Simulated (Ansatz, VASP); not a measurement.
# Cross-check of Ni8Cl (Ni(100)-(2x1)-Cl, hollow site) between VASP and Ansatz, part 3 of 3

One calculation is typed for both programs; each brings its own data sets. How far apart do they land? Of the first pair: The structure shown is the start of the Ansatz relaxation below; VASP solves that cell, so the two are compared at the walk's first step.

VASP 6.6.1 and Ansatz 0.2.0.

So far: The starting structure; Ansatz: relaxation, LDA; VASP: single point, LDA, start cell, pair 1; Comparison.

## (6) VASP: single point, LDA, relaxed cell, pair 2

Level of this step: LDA, spin-polarised from a ferromagnetic start; plane waves and PAW (Ni, Cl) (VASP).

The same cell, functional (in two slightly different forms), mesh and smearing now go to VASP, with its own data sets.

Input file INCAR:

```
SYSTEM = Ni8Cl
PREC = Accurate
ENCUT = 520
EDIFF = 1E-06
NELM = 200
ISMEAR = -1
SIGMA = 0.1
LREAL = .FALSE.
ALGO = Normal
GGA = PW92
NBANDS = 61
ISPIN = 2
MAGMOM = 0.72 0.72 0.63 0.63 0.68 0.56 0.44 0.44 0.03
LASPH = .TRUE.
LMAXMIX = 4
LORBIT = 11
LWAVE = .FALSE.
LCHARG = .FALSE.
ISIF = 2
LDIPOL = .TRUE.
IDIPOL = 3
DIPOL = 0.5 0.5 0.484
LVHAR = .TRUE.
GGA_COMPAT = .FALSE.
NELMDL = -8
KPAR = 2
```

Input file POSCAR:

```
Ni8Cl
1.0
    4.9780317396      0.0000000000      0.0000000000
    0.0000000000      2.4890158698      0.0000000000
    0.0000000000      0.0000000000     23.7680537625
Ni Cl
8 1
Direct
    0.2500000000      0.5000000000      0.3576228868
    0.7500000000      0.5000000000      0.3576228868
    0.0000000000      0.0000000000      0.4316718610
    0.5000000000      0.0000000000      0.4316718610
    0.2500000000      0.5000000000      0.4996660083
    0.7500000000      0.5000000000      0.5024679209
    0.9957901819      0.0000000000      0.5710327934
    0.5042098181      0.0000000000      0.5710327934
    0.2500000000      0.5000000000      0.6331345956
```

Input file KPOINTS:

```
Automatic mesh
0
Gamma
6 11 1
0 0 0
```

PAW data sets: Ni and Cl (LDA family, release 64).

On the command line:

```bash
$ mpirun -np 2 vasp_std
```

Numbers of over 12 decimals in the logs are rounded to 6 here.

Output:

```text
[banner, memory and clock lines left out]
running    2 mpi-ranks, on    1 nodes
[...]
[... a notice as in an earlier step ...]

 LDA part: xc-table for (Slater(with rela. corr.)+PW92), standard interpolation
 POSCAR, INCAR and KPOINTS ok, starting setup
[...]
entering main loop
       N       E                     dE             d eps       ncg     rms          rms(c)
DAV:   1     0.684517716954E+03    0.68452E+03   -0.37696E+04  5856   0.148E+03
DAV:   2     0.175075449751E+02   -0.66701E+03   -0.63137E+03  5885   0.341E+02
DAV:   3    -0.554136374120E+02   -0.72921E+02   -0.68251E+02  6813   0.144E+02
DAV:   4    -0.595542832934E+02   -0.41406E+01   -0.39567E+01  6778   0.318E+01
[...]
DAV:  47    -0.518410986027E+02   -0.13845E-05   -0.58713E-08  3831   0.285E-03    0.127E-03
DAV:  48    -0.518410996437E+02   -0.10411E-05   -0.53438E-08  3874   0.191E-03    0.764E-04
DAV:  49    -0.518410998663E+02   -0.22261E-06   -0.20447E-08  3941   0.131E-03
   1 F= -.51841100E+02 E0= -.51598059E+02  d E =-.486081E+00  mag=     4.5630
```

OUTCAR, selected parts (step 6):

```text
  Total       -8.1503446     -2.2357620     -3.3001863      0.0000000      0.0000000      0.0000000
  in kB      -44.3412168    -12.1634622    -17.9543665      0.0000000      0.0000000      0.0000000
  external PRESSURE =     -24.8196818 kB  Pullay stress =       0.0000000 kB

 POSITION                                       TOTAL-FORCE (eV/Angst)
 -----------------------------------------------------------------------------------
      1.24451      1.24451      8.50000        -0.000000      0.000000      0.897759
      3.73352      1.24451      8.50000        -0.000000      0.000000      0.922174
      0.00000      0.00000     10.26000        -0.103546      0.000000     -0.896060
      2.48902      0.00000     10.26000         0.103546      0.000000     -0.896060
      1.24451      1.24451     11.87609        -0.000000      0.000000     -0.005980
      3.73352      1.24451     11.94268        -0.000000      0.000000      0.002185
      4.95708      0.00000     13.57234        -0.008867      0.000000     -0.015610
      2.50997      0.00000     13.57234         0.008867      0.000000     -0.015610
      1.24451      1.24451     15.04838        -0.000000      0.000000      0.007201
 -----------------------------------------------------------------------------------
    total drift:                                0.000000      0.000000     -0.004333

  FREE ENERGIE OF THE ION-ELECTRON SYSTEM (eV)
  ---------------------------------------------------
  free  energy   TOTEN  =       -51.8410998663 eV

  energy  without entropy=      -51.3550184588  energy(sigma->0) =      -51.59805916

 magnetization (x)
# of ion       s       p       d       tot
------------------------------------------
    1       -0.001  -0.013   0.701   0.688
    2       -0.002  -0.011   0.699   0.685
    3       -0.006  -0.019   0.620   0.595
    4       -0.006  -0.019   0.620   0.595
    5       -0.005  -0.018   0.667   0.645
    6       -0.004  -0.015   0.542   0.523
    7       -0.006  -0.010   0.431   0.416
    8       -0.006  -0.010   0.431   0.416
    9        0.003   0.030   0.000   0.032
--------------------------------------------------
tot         -0.032  -0.084   4.711   4.595

[... 2 parts as in an earlier step ...]

[... 1 further part left out ...]
[key lines of the parts left out:]
E-fermi :  -0.1124
```

## (7) Differences

What differs besides the data sets and the points named for the pairs above, as far as they apply: the data sets hold 151 valence electrons in Ansatz (on its default PAW (the set named soft_2) files) and 87 in VASP; site moments are counted in spheres of each program's own size. Total energies have different zeros and are not compared.

Compared:

| quantity | Ansatz | VASP | difference |
| --- | --- | --- | --- |
| total moment (μB) | 4.66 | 4.56 | +0.10 |
| moment on Ni1 (μB) | 0.72 | 0.69 | +0.03 |
| moment on Ni2 (μB) | 0.72 | 0.69 | +0.03 |
| moment on Ni5 (μB) | 0.68 | 0.65 | +0.04 |
| moment on Ni3 (μB) | 0.63 | 0.59 | +0.04 |
| moment on Ni4 (μB) | 0.63 | 0.59 | +0.04 |
| moment on Ni6 (μB) | 0.56 | 0.52 | +0.04 |
| moment on Ni7 (μB) | 0.44 | 0.42 | +0.02 |
| moment on Ni8 (μB) | 0.44 | 0.42 | +0.02 |
| work function, lower of the two faces (eV) | 4.68 | 4.68 | 0.00 |
| work function, higher of the two faces (eV) | 5.26 | 5.25 | +0.02 |

Forces (eV/Å; atoms numbered as in POSCAR):

| atom | Ansatz x, y, z | VASP x, y, z |
| --- | --- | --- |
| Ni1 | 0.000, 0.000, 0.906 | 0.000, 0.000, 0.898 |
| Ni2 | 0.000, 0.000, 0.930 | 0.000, 0.000, 0.922 |
| Ni3 | -0.104, 0.000, -0.918 | -0.104, 0.000, -0.896 |
| Ni4 | 0.104, 0.000, -0.918 | 0.104, 0.000, -0.896 |
| Ni5 | 0.000, 0.000, -0.001 | 0.000, 0.000, -0.006 |
| Ni6 | 0.000, 0.000, 0.004 | 0.000, 0.000, 0.002 |
| Ni7 | 0.003, 0.000, 0.000 | -0.009, 0.000, -0.016 |
| Ni8 | -0.003, 0.000, 0.000 | 0.009, 0.000, -0.016 |
| Cl9 | 0.000, 0.000, 0.000 | 0.000, 0.000, 0.007 |

The forces differ by 8.5 meV/Å r.m.s., which is 2.4 % of the r.m.s. force of 0.349 eV/Å (both taken over all components). With vacuum in the cell, a pressure given here is an average over mostly empty space and none of the material.

## (8) What came out

```
r.m.s. force difference (single point, LDA, start cell, pair 1)   : 1.6 % of the r.m.s. force
r.m.s. force difference (single point, LDA, relaxed cell, pair 2) : 2.4 % of the r.m.s. force
```

In words: The r.m.s. force difference is 2.4 % of the r.m.s. force (single point, LDA, relaxed cell, pair 2), within the 3 % picked in this series as the mark of a large difference. The data sets hold unlike numbers of valence electrons (151 in Ansatz and 87 in VASP), so part of the differences comes from the potentials. Such differences can come from data sets, numerical settings and the points named under the comparisons, not from the functional's error against experiment.

[Lines on the potential files, build, host, timing and source positions are cut from VASP's logs without a mark.]

[Logs are printed without paths, hosts, clocks, repeated set-up lines and the standing remarks that a program may print on its own settings, such as how far it seeks lower states.]

[Hosts, paths, dates, database ids (printed as entryN), source tags and the programs' standing remarks are cut or masked in the printed files.]
